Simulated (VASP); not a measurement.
Energy against volume of Mg3Sb2 (a-la2o3). Level of theory: revPBE GGA, VASP's PBE PAW potentials (set 64) (plane waves; VASP). Numerical set-up: 520 eV cut-off, 6×6×3 Γ-centred mesh, Gaussian smearing of 0.050 eV, potentials Mg Sb.

Shape and ions are relaxed at each volume.

| V (Å³/atom) | E (eV/atom) |
|---|---|
| 26.410 | -2.71013 |
| 27.227 | -2.71321 |
| 28.044 | -2.71015 |
| 28.860 | -2.70189 |

Problem. Fit these four points and predict the energy of the run at 25.593 Å³/atom.

Solution. A cubic in V^(−2/3), the third-order Birch-Murnaghan form, passes through the four points with V0 = 27.21 Å³/atom and B0 = 40 GPa, and gives -2.6998 eV/atom there. The run gave -2.6999 eV/atom, -0.1 meV/atom from the fit; all five points give B0 = 40 GPa.

The compound is Mg3Sb2 in the a-la2o3 structure. It was relaxed first.
